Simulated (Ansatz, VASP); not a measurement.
## Si2Ni: VASP beside Ansatz

Aim: how closely do two programs agree when they are given the same cell, functional and k mesh?

Method: plane waves, with VASP 6.6.1 beside it; single point at PBEsol and single point at LDA, in Ansatz 0.2.0.

### 1. The structure

The structure is cubic, space group Fm-3m (No. 225). Conventional cell: a = 5.406 Å, b = 5.406 Å, c = 5.406 Å, α = 90.00°, β = 90.00°, γ = 90.00°. Nearest to Ni lie 8 Si at 2.34 Å. Nearest to Si lie 4 Ni at 2.34 Å. Farther neighbours are not listed.

### 2. Ansatz: single point, PBEsol

Ansatz runs on its default PAW (the set named soft_2) files.

With cell and atoms fixed, the geometry can't cause a difference; cores, projectors, grids and the points listed under the comparison can.

File input.yaml:

```yaml
crystal:
  lattice:
    - [0.0, 2.703, 2.703]
    - [2.703, 0.0, 2.703]
    - [2.703, 2.703, 0.0]
  atoms:
    - { symbol: Ni, position: [0.0, 0.0, 0.0] }
    - { symbol: Si, position: [0.25, 0.25, 0.25] }
    - { symbol: Si, position: [0.75, 0.75, 0.75] }
hamiltonian:
  xc: pbesol
  pseudopotentials: { kind: paw }
magnetization:
  spin_polarized: true
kpoints:
  mp_grid: { grid: [8, 8, 8] }
scf:
  occupations: { method: gaussian, width: 0.05 }
  n_extra_bands: 6
output:
  forces: true
  stress: true
  eigenvalues: true
```

Started as:

```bash
> ansatz run input.yaml --threads 2 --pin off --max-ram 4608MiB --backend cpu --events-out ev --progress --plain --runs-dir out
```

Numbers of over 12 decimals in the logs are rounded to 6 here.

The log of the run:

```text
scf.n_extra_bands = 6 over 13 filled bands (N_el = 26.0): the run solves 19 bands
Engine: ansatz 0.2.0, aarch64-unknown-linux-gnu
Pseudopotentials: kind: paw
Pseudopotential: Ni, paw, valence charge 18, recommended cutoff 420 eV (normal), Ni.paw.azcp
Pseudopotential: Si, paw, valence charge 4, recommended cutoff 420 eV (normal), Si.paw.azcp
Functional definition: PBEsol
  exchange = pbesol_x
  correlation = pbesol_c
Crystal: 3 atoms, lattice volume = 39.497 Å³
Basis set: ecut = 420 eV, 749 PW (Γ), exchange–correlation on 54×54×54 points (8 copies of the dense FFT grid, shifted against one another)
Bands: 19, of which v1, the nominal top of the filled ones, is band 13 counted from 1 (12 counted from 0)
Symmetry: 48 space group operations
Space group: Fm-3m (ITA 225), of the structure as read, at distance tolerance 3.4e-5 Å
k-points: 29 of 512
Non-local potential: Ni, projectors of the file, l = 0: 3, l = 1: 2, l = 2: 3, l = 3: 1
Non-local potential: Si, projectors of the file, l = 0: 2, l = 1: 2, l = 2: 2
PAW form: soft (Blöchl's): semilocal exchange-correlation on the pseudo side does not see the compensation charge
PAW frozen core: Ni, regenerated for the run's functional, and the local potential with it (the file was generated under x = pbe(κ = 0.804, μ = 0.219515), c = pbe(β = 0.066725))
PAW frozen core: Si, regenerated for the run's functional, and the local potential with it (the file was generated under x = pbe(κ = 0.804, μ = 0.219515), c = pbe(β = 0.066725))
PAW one-centre angular grid: Ni, 590 points (default); XC on 64 Gauss nodes
PAW one-centre angular grid: Si, 110 points (default); XC on 64 Gauss nodes
Initial density: superposition of atomic densities (chi_scale 0.1, normalization cell, long waves kept (reshape's long-wave potential 0.00 eV rms))
Initial wavefunctions: pseudopotential atomic-orbital guess
Functional: x = pbesol(κ = 0.804, μ = 0.123457), c = pbesol(β = 0.046)
SCF iter   1: F=—  HF=-7050.151165 eV  |F-HF|=—  |Δ(HF+E_count)|=         —  Δρ=4.45e-2 (↑4.45e-2 ↓4.45e-2)  dr2=3.97e0  dr2_m=0.00e0  M=0.000 μB ∫|m|=0.000 μB  β_m=0.30  ethr=3.10e-3  ⟨swp⟩=5.6  Hψ=2714  notcnv=0
preconditioner: auto → Kerker (q_TF=auto, 2.545 Å⁻¹)  [metal: Δε(μ)=0.037 eV  Ē_g=10.201 eV  σ=0.050 eV  W_gap=0.39  n_scr=14 (ndim 8)  ℏωp=25.1 eV  f_vac=0.000  D(μ)=2.66/eV (n_scr^D=26)]
spin=Collinear: Kerker preconditioning applied to the charge; magnetization (m = ρ↑ − ρ↓) channel mixes plain (no charge-response kernel on spin).
SCF iter   2: F=—  HF=-7048.672150 eV  |F-HF|=—  |Δ(HF+E_count)|=    1.48e0  Δρ=5.60e-2 (↑3.25e-2 ↓5.60e-2)  dr2=7.17e-1  dr2_m=5.49e-1  M=1.279 μB ∫|m|=1.279 μB  ethr=3.10e-3  ⟨swp⟩=2.2  Hψ=1098  notcnv=0  defer=39
Mixer restart at iter 2: flushing history
SCF iter   3: F=—  HF=-7049.621755 eV  |F-HF|=—  |Δ(HF+E_count)|=         —  Δρ=5.18e-2 (↑5.18e-2 ↓2.85e-2)  dr2=9.46e-1  dr2_m=3.46e-1  M=0.131 μB ∫|m|=0.144 μB  β_m=0.30  ethr=2.76e-3  ⟨swp⟩=2.9  Hψ=2484  notcnv=0  defer=38
SCF iter   4: F=—  HF=-7049.503760 eV  |F-HF|=—  |Δ(HF+E_count)|=   1.18e-1  Δρ=3.38e-2 (↑2.32e-2 ↓3.38e-2)  dr2=8.24e-1  dr2_m=1.91e-1  M=0.132 μB ∫|m|=0.134 μB  β_m=0.47  ethr=2.76e-3  ⟨swp⟩=2.3  Hψ=1841  notcnv=0  defer=76
SCF iter   5: F=—  HF=-7049.407753 eV  |F-HF|=—  |Δ(HF+E_count)|=   9.60e-2  Δρ=2.70e-2 (↑2.70e-2 ↓1.38e-2)  dr2=3.27e-1  dr2_m=5.64e-2  M=0.110 μB ∫|m|=0.117 μB  β_m=0.64  ethr=2.76e-3  ⟨swp⟩=2.0  Hψ=1554  notcnv=0  defer=83
SCF iter   6: F=—  HF=-7049.312935 eV  |F-HF|=—  |Δ(HF+E_count)|=   9.48e-2  Δρ=7.84e-3 (↑7.84e-3 ↓4.48e-3)  dr2=4.11e-2  dr2_m=1.37e-3  M=0.025 μB ∫|m|=0.035 μB  β_m=0.82  ethr=1.26e-3  ⟨swp⟩=2.7  Hψ=2062  notcnv=0  defer=85
SCF iter   7: F=—  HF=-7049.310432 eV  |F-HF|=—  |Δ(HF+E_count)|=   2.50e-3  Δρ=2.84e-3 (↑2.84e-3 ↓2.65e-3)  dr2=9.96e-3  dr2_m=3.43e-5  M=-0.005 μB ∫|m|=0.006 μB  β_m=0.85  ethr=1.58e-4  ⟨swp⟩=2.1  Hψ=1283  notcnv=0  defer=87
Mixer restart at iter 7: flushing history
SCF iter   8: F=—  HF=-7049.310091 eV  |F-HF|=—  |Δ(HF+E_count)|=         —  Δρ=1.87e-3 (↑1.87e-3 ↓1.87e-3)  dr2=3.94e-3  dr2_m=0.00e0  M=0.000 μB ∫|m|=0.000 μB  β_m=0.85  ethr=3.83e-5  ⟨swp⟩=5.2  Hψ=1851  notcnv=0  defer=42
SCF iter   9: F=—  HF=-7049.314088 eV  |F-HF|=—  |Δ(HF+E_count)|=   4.00e-3  Δρ=6.13e-3 (↑6.13e-3 ↓6.13e-3)  dr2=3.79e-2  dr2_m=0.00e0  M=0.000 μB ∫|m|=0.000 μB  β_m=0.47  ethr=1.52e-5  ⟨swp⟩=2.0  Hψ=1261  notcnv=0  defer=44  recentre
SCF iter  10: F=—  HF=-7049.309813 eV  |F-HF|=—  |Δ(HF+E_count)|=   4.27e-3  Δρ=6.13e-4 (↑6.13e-4 ↓6.13e-4)  dr2=5.25e-4  dr2_m=0.00e0  M=0.000 μB ∫|m|=0.000 μB  β_m=0.70  ethr=1.52e-5  ⟨swp⟩=2.0  Hψ=985  notcnv=0  defer=44
SCF iter  11: F=—  HF=-7049.309820 eV  |F-HF|=—  |Δ(HF+E_count)|=   7.07e-6  Δρ=3.12e-4 (↑3.12e-4 ↓3.12e-4)  dr2=1.01e-4  dr2_m=0.00e0  M=0.000 μB ∫|m|=0.000 μB  β_m=0.85  ethr=2.02e-6  ⟨swp⟩=2.5  Hψ=705  notcnv=0  defer=44
SCF iter  12: F=—  HF=-7049.309815 eV  |F-HF|=—  |Δ(HF+E_count)|=   5.60e-6  Δρ=1.49e-5 (↑1.49e-5 ↓1.49e-5)  dr2=4.72e-7  dr2_m=0.00e0  M=0.000 μB ∫|m|=0.000 μB  β_m=0.90  ethr=3.87e-7  ⟨swp⟩=1.7  Hψ=613  notcnv=0  defer=44
SCF iter  13: F=—  HF=-7049.309818 eV  |F-HF|=—  |Δ(HF+E_count)|=   3.62e-6  Δρ=8.72e-6 (↑8.72e-6 ↓8.72e-6)  dr2=1.01e-7  dr2_m=0.00e0  M=0.000 μB ∫|m|=0.000 μB  β_m=0.95  ethr=1.82e-9  ⟨swp⟩=2.2  Hψ=817  notcnv=0  defer=44
SCF iter  14: F=-7049.309818 eV  HF=-7049.309818 eV  |F-HF|=5.52e-10  |Δ(HF+E_count)|=   7.46e-9  Δρ=1.12e-6 (↑1.12e-6 ↓1.12e-6)  dr2=1.39e-9  dr2_m=0.00e0  M=0.000 μB ∫|m|=0.000 μB  ethr=3.85e-10  ⟨swp⟩=7.6  Hψ=2117  notcnv=0
SCF 1 converged in 14 iterations: F = -7049.309818 eV  dr2 = 1.39e-9
  greatest PAW one-centre occupation: 1.000 electrons in one spin orbital (limit 2), on the Ni atom at site 0 (counted from 0), in its partial waves of l = 1
SCF converged after 14 iterations
Magnetization: 0.0000 μB (13.0000 up, 13.0000 down)
Absolute magnetization: 0.0000 μB (∫|ρ↑−ρ↓|)
Spin contamination: 0.0000 ħ² per cell (⟨S²⟩ above its minimum at these occupations)
Per-site moments (μB) at R_I (Å): [(0.0, 0.965607), (0.0, 0.965607), (0.0, 0.965607)]
Free energy (F): -7049.309818 eV
Harris-Foulkes:  -7049.309818 eV  (|F-HF|=5.52e-10)
Internal energy: -7049.307611 eV  (E = F + TS)
E sigma→0 (E₀):  -7049.308715 eV
Entropy (-TS):   -0.002208 eV (-0.736 meV/atom)
Fermi energy:    13.067322 eV
--- Per-component energies (eV) ---
  E_band       = -345.833224
  E_kinetic    = 370.929779
  E_local      = -4905.269162  (includes V_loc(G=0)·N_el)
  E_nonlocal   = 680.265268
  E_hartree    = 2119.292710
  E_xc         = -198.270297
  E_vxc        = -208.945167  (∫ρ·V_xc dr)
  E_paw        = -2588.667939  (= ΣΔE_a)
  E_vpaw       = -521.402106  (= ΣTr[D̂ρ^β])
  E_aug_tail   = 0.000474  (compensation charges beyond the density's cutoff)
  E_ewald      = -2527.848854
  E_core_change = 0.260410  (= ΣΔE_core)
  E_smearing   = -0.002208  (= −TS)
  E_closure    = 0.000000  (closes the sum)
  Σ components = -7049.309818   (vs F -7049.309818, Δ=0.00e0)
--- Forces (eV/Å), atoms counted from 1 ---
  atom   1  Ni     0.00000000     0.00000000    -0.00000000
  atom   2  Si     0.00000000     0.00000000    -0.00000000
  atom   3  Si    -0.00000000     0.00000000    -0.00000000
  max |Σ_I F_I| component: 3.70e-17 eV/Å
--- Stress (GPa, compression-positive) ---
       -1.841277      -0.000000       0.000000
        0.000000      -1.841277       0.000000
       -0.000000       0.000000      -1.841277
  P = ⅓ Tr σ = -1.8413 GPa (-18.413 kbar)
--- Band table (eV; the first three rows and the last of 58) ---
  k-point 0 ↑: bands = [... 9 lower, 9.6465, 12.8943, 14.8992, 14.8992, 14.8992, 15.4112, 15.4112, 15.4112, ... 2 higher]
  k-point 1 ↑: bands = [... 9 lower, 9.6063, 12.3061, 13.7725, 14.0343, 14.0343, 16.1610, 16.1610, 17.2021, ... 2 higher]
  k-point 2 ↑: bands = [... 9 lower, 9.5656, 10.6853, 13.0384, 13.0384, 14.2599, 15.6492, 15.6492, 16.6022, ... 2 higher]
  k-point 28 ↓: bands = [... 9 lower, 9.4212, 9.5428, 9.9823, 10.7350, 15.4056, 15.4056, 17.7639, 18.3940, ... 2 higher]
```

Elapsed: 2 s, on 2 threads of Arm Neoverse V1, shared host; peak memory 0.32 GiB; 3.4 s of CPU time.

The column dr2 measures how far the density is from self-consistency, as an energy; F and HF (Harris–Foulkes) agree once it is small.

The run ends at a pressure of -1.84 GPa.

### 3. VASP: single point, PBEsol

The same cell, functional, mesh and smearing now go to VASP, with its own data sets and cutoff.

Lines of VASP's logs that name or quote its potential files are left out, and so is its time.

File INCAR:

```
SYSTEM = Si2Ni
PREC = Accurate
ENCUT = 400
EDIFF = 1E-05
NELM = 100
ISMEAR = 0
SIGMA = 0.05
LREAL = .FALSE.
ALGO = Normal
GGA = PS
NBANDS = 16
ISPIN = 2
MAGMOM = 0 0 0
LASPH = .TRUE.
LMAXMIX = 4
LORBIT = 11
LWAVE = .FALSE.
LCHARG = .FALSE.
KPAR = 4
```

File POSCAR:

```
Si2Ni
1.0
    0.0000000000      2.7030000000      2.7030000000
    2.7030000000      0.0000000000      2.7030000000
    2.7030000000      2.7030000000      0.0000000000
Ni Si
1 2
Direct
    0.0000000000      0.0000000000      0.0000000000
    0.2500000000      0.2500000000      0.2500000000
    0.7500000000      0.7500000000      0.7500000000
```

File KPOINTS:

```
Automatic mesh
0
Gamma
8 8 8
0 0 0
```

The projector-augmented-wave data sets are Ni and Si (PBE family, release 64).

Started as:

```bash
> mpirun -np 4 vasp_std
```

The log of the run:

```text
[banner, memory and clock lines left out]
running    4 mpi-ranks, on    1 nodes
 distrk:  each k-point on    1 cores,    4 groups
 distr:  one band on    1 cores,    1 groups

 POSCAR found type information on POSCAR NiSi
 POSCAR found :  2 types and       3 ions
|                                                                             |
|               ----> ADVICE to this user running VASP <----                  |
|                                                                             |
|     You enforced a specific xc type in the INCAR file but a different       |
|     [... a line on the potential file left out ...]
|     I HOPE YOU KNOW WHAT YOU ARE DOING!                                     |
|                                                                             |

 LDA part: xc-table for (Slater+PW92), standard interpolation
 POSCAR, INCAR and KPOINTS ok, starting setup
 FFT: planning ... GRIDC
 FFT: planning ... GRID_SOFT
 FFT: planning ... GRID
 WAVECAR not read
 entering main loop
       N       E                     dE             d eps       ncg     rms          rms(c)
DAV:   1     0.527028358129E+02    0.52703E+02   -0.66180E+03  1864   0.934E+02
DAV:   2    -0.186572524763E+02   -0.71360E+02   -0.65333E+02  2152   0.188E+02
DAV:   3    -0.212117424450E+02   -0.25545E+01   -0.25219E+01  2392   0.397E+01
DAV:   4    -0.212496426937E+02   -0.37900E-01   -0.37875E-01  2184   0.483E+00
DAV:   5    -0.212506422098E+02   -0.99952E-03   -0.99949E-03  2360   0.799E-01    0.171E+01
DAV:   6    -0.262310771140E+02   -0.49804E+01   -0.44113E+01  1936   0.154E+02    0.255E+01
DAV:   7    -0.191392136810E+02    0.70919E+01   -0.13286E+01  2312   0.944E+01    0.393E+00
DAV:   8    -0.190371096633E+02    0.10210E+00   -0.17377E+00  2544   0.210E+01    0.285E+00
DAV:   9    -0.189834315781E+02    0.53678E-01   -0.32798E-01  2120   0.107E+01    0.927E-01
DAV:  10    -0.189766514311E+02    0.67801E-02   -0.20266E-02  2440   0.321E+00    0.315E-01
DAV:  11    -0.189766319925E+02    0.19439E-04   -0.15993E-03  2072   0.325E-01    0.101E-01
DAV:  12    -0.189765997873E+02    0.32205E-04   -0.98237E-05  2760   0.166E-01    0.322E-02
DAV:  13    -0.189765935392E+02    0.62481E-05   -0.11887E-05  1216   0.713E-02
   1 F= -.18976594E+02 E0= -.18975394E+02  d E =-.239954E-02  mag=     0.0000
```

OUTCAR, selected parts (step 3):

```text
ion  position               nearest neighbor table
   1  0.000  0.000  0.000-   3 2.34   2 2.34   3 2.34   2 2.34   3 2.34   3 2.34   2 2.34   2 2.34

  LATTYP: Found a face centered cubic cell.
 ALAT       =     5.4060000000

 Subroutine GETGRP returns: Found 48 space group operations
 (whereof 48 operations were pure point group operations)

The static configuration has the point symmetry O_h .

 Found     29 irreducible k-points:

   k-points           NKPTS =     29   k-points in BZ     NKDIM =     29   number of bands    NBANDS=     16

   dimension x,y,z NGX =    28 NGY =   28 NGZ =   28
   dimension x,y,z NGXF=    56 NGYF=   56 NGZF=   56

   ENCUT  =  400.0 eV  29.40 Ry    5.42 a.u.   6.23  6.23  6.23*2*pi/ulx,y,z

   NELECT =      18.0000    total number of electrons

 k-points in reciprocal lattice and weights: Automatic mesh
   0.00000000  0.00000000  0.00000000       0.002
   0.12500000  0.00000000  0.00000000       0.016
   0.25000000  0.00000000  0.00000000       0.016
   0.37500000  0.00000000  0.00000000       0.016
   0.50000000  0.00000000  0.00000000       0.008
   0.12500000  0.12500000  0.00000000       0.012
   0.25000000  0.12500000  0.00000000       0.047
   0.37500000  0.12500000  0.00000000       0.047
   0.50000000  0.12500000  0.00000000       0.047
[...]
-0.37500000  0.50000000  0.12500000       0.023
  -0.25000000  0.50000000  0.25000000       0.012

 average (electrostatic) potential at core
       1 -82.1537       2 -79.6475       3 -79.6475

 E-fermi :  10.2448

 spin component 1
 k-point     1 :       0.0000    0.0000    0.0000
  band No.  band energies     occupation
    ...
      3       5.1335      1.00000
      4       5.1335      1.00000
      5       6.8225      1.00000
      6       6.8225      1.00000
      7      10.0932      0.99999
      8      12.0632      0.00000
      9      12.0632      0.00000
     10      12.0632      0.00000
     11      12.6162      0.00000
     12      12.6162      0.00000
    ...

 k-point     2 :       0.1250    0.0000    0.0000
  band No.  band energies     occupation
    ...
      3       5.2052      1.00000
      4       5.2052      1.00000
      5       6.7828      1.00000
      6       6.7828      1.00000
      7       9.4851      1.00000
      8      10.9733      0.00000
      9      11.2155      0.00000
     10      11.2155      0.00000
     11      13.3497      0.00000
     12      13.3497      0.00000
    ...

 k-point     3 :       0.2500    0.0000    0.0000
  band No.  band energies     occupation
    ...
      5       6.7428      1.00000
      6       6.7428      1.00000
      7       7.8649      1.00000
      8      10.2265      0.69791
      9      10.2265      0.69790
     10      11.4564      0.00000
     11      12.8247      0.00000
     12      12.8247      0.00000
     13      13.7963      0.00000
     14      15.7928      0.00000
    ...

 k-point     4 :       0.3750    0.0000    0.0000
  band No.  band energies     occupation
    ...
      5       6.8565      1.00000
      6       6.8565      1.00000
      7       6.9009      1.00000
      8       9.3415      1.00000
      9       9.3415      1.00000
     10      11.9404      0.00000
     11      12.3176      0.00000
     12      12.3176      0.00000
     13      13.1822      0.00000
     14      17.8236      0.00000
    ...

 k-point     5 :       0.5000    0.0000    0.0000
  band No.  band energies     occupation
    ...
      5       6.6073      1.00000
      6       7.0002      1.00000
      7       7.0002      1.00000
      8       8.9223      1.00000
      9       8.9223      1.00000
     10      12.1073      0.00000
     11      12.1616      0.00000
     12      12.1616      0.00000
     13      12.9632      0.00000
     14      19.5505      0.00000
    ...

 k-point     6 :       0.1250    0.1250    0.0000
  band No.  band energies     occupation
    ...
      5       6.6272      1.00000
      6       6.8796      1.00000
      7      10.0025      1.00000
      8      10.2117      0.82579
      9      10.2117      0.82578
     10      11.3073      0.00000
     11      13.0700      0.00000
     12      13.2883      0.00000
     13      14.8077      0.00000
     14      14.8077      0.00000
    ...

  Total       -0.3784716     -0.3784716     -0.3784716     -0.0000000      0.0000000      0.0000000
  in kB      -15.3523816    -15.3523816    -15.3523816     -0.0000000      0.0000000      0.0000000
  external PRESSURE =     -15.3523816 kB  Pullay stress =       0.0000000 kB

  energy-cutoff  :      400.00
  volume of cell :       39.50
      direct lattice vectors                 reciprocal lattice vectors
     0.000000000  2.703000000  2.703000000    -0.184979652  0.184979652  0.184979652
     2.703000000  0.000000000  2.703000000     0.184979652 -0.184979652  0.184979652
     2.703000000  2.703000000  0.000000000     0.184979652  0.184979652 -0.184979652

 POSITION                                       TOTAL-FORCE (eV/Angst)
 -----------------------------------------------------------------------------------
      0.00000      0.00000      0.00000        -0.000000      0.000000     -0.000000
      1.35150      1.35150      1.35150         0.000000     -0.000000      0.000000
      4.05450      4.05450      4.05450        -0.000000      0.000000     -0.000000
 -----------------------------------------------------------------------------------
    total drift:                               -0.000000     -0.000000      0.000000

  FREE ENERGIE OF THE ION-ELECTRON SYSTEM (eV)
  ---------------------------------------------------
  free  energy   TOTEN  =       -18.9765935392 eV

  energy  without entropy=      -18.9741939949  energy(sigma->0) =      -18.97539377

 total charge
# of ion       s       p       d       tot
------------------------------------------
    1        0.565   0.813   8.447   9.826
    2        0.737   0.844   0.000   1.581
    3        0.737   0.844   0.000   1.581
--------------------------------------------------
tot          2.040   2.500   8.447  12.987

 magnetization (x)
# of ion       s       p       d       tot
------------------------------------------
    1       -0.000  -0.000  -0.000  -0.000
    2        0.000  -0.000   0.000  -0.000
    3        0.000  -0.000   0.000  -0.000
--------------------------------------------------
tot          0.000  -0.000  -0.000  -0.000

[... 2 further parts left out ...]
```

This run allows spin, but its moments start at zero, where symmetry between the spins tends to hold them, although Ni can carry a moment.

### 4. Differences

Known differences besides the potentials themselves: the data sets hold 26 valence electrons in Ansatz (default PAW (the set named soft_2) files) and 18 in VASP; the cutoff is 420 eV in Ansatz and 400 eV in VASP; Ansatz makes its cores anew for this functional, VASP keeps those of its PBE data sets. Total energies have different zeros and are not compared.

Both answers:

```csv
quantity,Ansatz,VASP,difference
pressure (GPa),-1.84,-1.54,-0.31
pressure without Ansatz's Pulay correction (GPa),-1.89,-1.54,-0.36
```

Ansatz's pressure holds a Pulay correction of 0.05 GPa; VASP's holds none.

### 5. What the set-up changes

Further runs change the set-up of one program: Ansatz's method, potentials or start, or VASP's data sets, cutoff or form of LDA. The table gives Ansatz less VASP for each quantity, since a change that brings one quantity closer may part another.

```csv
run,pressure (GPa)
as above,-0.31
Ansatz's all-electron LAPW method,-0.34
```

[end of part 1 of 2]

[Lines on the potential files, build, host, timing and source positions are cut from VASP's logs without a mark.]

[Logs are printed without paths, hosts, clocks, repeated set-up lines and the standing remarks that a program may print on its own settings, such as how far it seeks lower states.]

[Hosts, paths, dates, database ids (printed as entryN), source tags and the programs' standing remarks are cut or masked in the printed files.]
